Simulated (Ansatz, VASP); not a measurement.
**One calculation of TaGeI, two programs**

```
CELL_PARAMETERS angstrom
3.64090 0.00000 0.00000
0.00000 3.64090 0.00000
0.00000 0.00000 10.83455
ATOMIC_POSITIONS crystal
Ta 0.50000 0.00000 0.18267
Ta 0.00000 0.50000 0.81733
Ge 0.50000 0.50000 0.00000
Ge 0.00000 0.00000 0.00000
I 0.50000 0.00000 0.67556
I 0.00000 0.50000 0.32444
```

Change from the starting cell: species swapped into the MnCoSb type (P4/nmm, No. 129).

Alike in both runs: functional PBE; k mesh 6 × 6 × 2; occupations gaussian, width 0.1 eV; no spin polarisation.

Ansatz relaxed the structure, and its values are those at the end. VASP's run is a single point on that final structure, the one shown.

|  | VASP | Ansatz |
| --- | --- | --- |
| version | VASP 6.6.1 | Ansatz 0.2.0 |
| potentials or method | VASP PAW PBE potentials, release 64 (Ta_pv, Ge_d, I) | scalar-relativistic, plane waves, PAW |
| plane-wave cutoff (eV) | 520 | 420 |
| valence electrons in the cell | 64 | 88 |

```csv
,VASP,Ansatz,Ansatz less VASP
gap on the k mesh at the Fermi level (eV),none,none,-
pressure (GPa),0.0,0.0,-0.05
rms of the force components (eV/Å),0.002,0.004,+0.0019
```

A gap of «none» marks a metal or a gap that the smearing closes. The functional is the same, so the differences come from potentials, cutoffs and numerics. The two sets of potentials don't hold the same shells in valence.

Caveats: this functional lacks dispersion, which binds the layers, so the pressure and a relaxed spacing across them are unreliable. The runs have no spin-orbit coupling, so splittings on I, Ta are missing.
